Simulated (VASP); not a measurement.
These are PBE GGA, VASP's PBE PAW potentials (set 64) (plane waves; VASP) values and carry that method's errors.

VASP input:

### POSCAR
```
Fe
1
   -1.4309259387     1.4309259387     1.4309259387
    1.4309259387    -1.4309259387     1.4309259387
    1.4309259387     1.4309259387    -1.4309259387
Fe
1
Direct
  0.0000000000   0.0000000000   0.0000000000
```

KPOINTS:
```
K-points
0
G
  18 18 18
0 0 0
```

**INCAR**
```
# general
SYSTEM   =  Fe
PREC     =  Accurate
ENCUT    =  520   # plane-wave cut-off (eV)
LREAL    =  .FALSE.   # projection in real space or not
LASPH    =  .TRUE.

# electronic loop
EDIFF    =  1E-7
NELM     =  100
ALGO     =  Normal
LMAXMIX  =  4   # l cut-off of mixed one-centre charges

# smearing
ISMEAR   =  1
SIGMA    =  0.1   # width (eV)

# functional
GGA      =  PE

# spin
ISPIN    =  2   # spin-polarised
MAGMOM   =  2.2

# ions
ISIF     =  2

# output
LWAVE    =  .FALSE.
LCHARG   =  .FALSE.
LORBIT   =  10
```

POTCAR, in this order: Fe (PBE.64 set). Program: vasp_std.

The resulting files:

File OSZICAR:
```
       N       E                     dE             d eps       ncg     rms          rms(c)
DAV:   1     0.152823274973E+02    0.15282E+02   -0.40557E+03  7333   0.106E+03
DAV:   2    -0.896336375823E+01   -0.24246E+02   -0.22775E+02  7128   0.127E+02
DAV:   3    -0.927974578560E+01   -0.31638E+00   -0.31566E+00  7907   0.201E+01
DAV:   4    -0.928129644402E+01   -0.15507E-02   -0.15505E-02  7734   0.129E+00
DAV:   5    -0.928131172004E+01   -0.15276E-04   -0.15276E-04  7622   0.113E-01    0.111E+01
DAV:   6    -0.833182401905E+01    0.94949E+00   -0.14165E+01  7427   0.597E+01    0.605E+00
DAV:   7    -0.824893687516E+01    0.82887E-01   -0.10361E+00  7409   0.155E+01    0.337E+00
DAV:   8    -0.824299752272E+01    0.59394E-02   -0.10957E-02  8599   0.860E-01    0.139E+00
DAV:   9    -0.823601386592E+01    0.69837E-02   -0.79134E-03  8789   0.634E-01    0.369E-01
DAV:  10    -0.823587419480E+01    0.13967E-03   -0.97139E-04  7829   0.345E-01    0.117E-01
DAV:  11    -0.823591712864E+01   -0.42934E-04   -0.12817E-04  7492   0.143E-01    0.533E-02
DAV:  12    -0.823591661337E+01    0.51527E-06   -0.54439E-06  7502   0.371E-02    0.256E-02
DAV:  13    -0.823591747201E+01   -0.85864E-06   -0.47358E-06  8379   0.241E-02    0.671E-03
DAV:  14    -0.823591741035E+01    0.61667E-07   -0.56042E-07  7285   0.737E-03
   1 F= -.82359174E+01 E0= -.82358389E+01  d E =-.235447E-03  mag=     2.1987
```

**OUTCAR**
```
------------------------ aborting loop because EDIFF is reached ----------------------------------------
  FORCE on cell =-STRESS in cart. coord.  units (eV):
  Direction    XX          YY          ZZ          XY          YZ          ZX
  --------------------------------------------------------------------------------------
  Total       -0.4716119     -0.4716119     -0.4716119     -0.0000000      0.0000000     -0.0000000
  in kB      -64.4738877    -64.4738877    -64.4738877     -0.0000000      0.0000000     -0.0000000
  external PRESSURE =     -64.4738877 kB  Pullay stress =       0.0000000 kB
  volume of cell :       11.72
      direct lattice vectors                 reciprocal lattice vectors
    -1.430925939  1.430925939  1.430925939     0.000000000  0.349424094  0.349424094
     1.430925939 -1.430925939  1.430925939     0.349424094  0.000000000  0.349424094
     1.430925939  1.430925939 -1.430925939     0.349424094  0.349424094  0.000000000
 POSITION                                       TOTAL-FORCE (eV/Angst)
 -----------------------------------------------------------------------------------
      0.00000      0.00000      0.00000         0.000000     -0.000000      0.000000
 -----------------------------------------------------------------------------------
    total drift:                                0.000000     -0.000000      0.000000
  FREE ENERGIE OF THE ION-ELECTRON SYSTEM (eV)
  ---------------------------------------------------
  free  energy   TOTEN  =        -8.2359174103 eV

  energy  without entropy=       -8.2356819629  energy(sigma->0) =       -8.23583893

 total charge

# of ion       s       p       d       tot
------------------------------------------
    1        0.474   0.514   6.218   7.205

 magnetization (x)

# of ion       s       p       d       tot
------------------------------------------
    1       -0.014  -0.057   2.275   2.204
```
(Selected blocks of OUTCAR.)

### OUTCAR
```
 val. band max:        5.4670185525   @ k =  -0.3889   0.3889   0.0556

 cond. band min:       5.4701743507   @ k =   0.5000   0.5000   0.4444


 Fermi energy:         5.4696316819

 spin component 1

 k-point     1 :       0.0000    0.0000    0.0000
  band No.  band energies     occupation
      1      -2.7345      1.00000
      2       3.2671      1.00000
      3       3.2672      1.00000
      4       3.2672      1.00000
      5       4.4061      1.00000
      6       4.4061      1.00000
      7      30.2342      0.00000
      8      30.2342      0.00000
      9      30.2342      0.00000

 k-point     2 :       0.0556    0.0000    0.0000
  band No.  band energies     occupation
      1      -2.6095      1.00000
      2       3.2340      1.00000
      3       3.2651      1.00000
      4       3.3329      1.00000
      5       4.3729      1.00000
      6       4.4088      1.00000
      7      29.3551      0.00000
      8      30.0414      0.00000
      9      30.1285      0.00000

 k-point     3 :       0.1111    0.0000    0.0000
  band No.  band energies     occupation
      1      -2.2418      1.00000
      2       3.1392      1.00000
      3       3.2484      1.00000
      4       3.5253      1.00000
      5       4.2961      1.00000
      6       4.4173      1.00000
      7      27.3477      0.00000
      8      29.3596      0.00000
      9      29.8664      0.00000

 k-point     4 :       0.1667    0.0000    0.0000
  band No.  band energies     occupation
      1      -1.6571      1.00000
      2       2.9963      1.00000
      3       3.1978      1.00000
      4       3.8295      1.00000
      5       4.2335      1.00000
      6       4.4329      1.00000
      7      24.8879      0.00000
      8      28.2547      0.00000
      9      29.5485      0.00000

 k-point     5 :       0.2222    0.0000    0.0000
  band No.  band energies     occupation
      1      -0.9137      1.00000
...
```

The compound is Fe in the bcc structure. This cell is one point of a volume scan, at 1.03 of the reference volume.
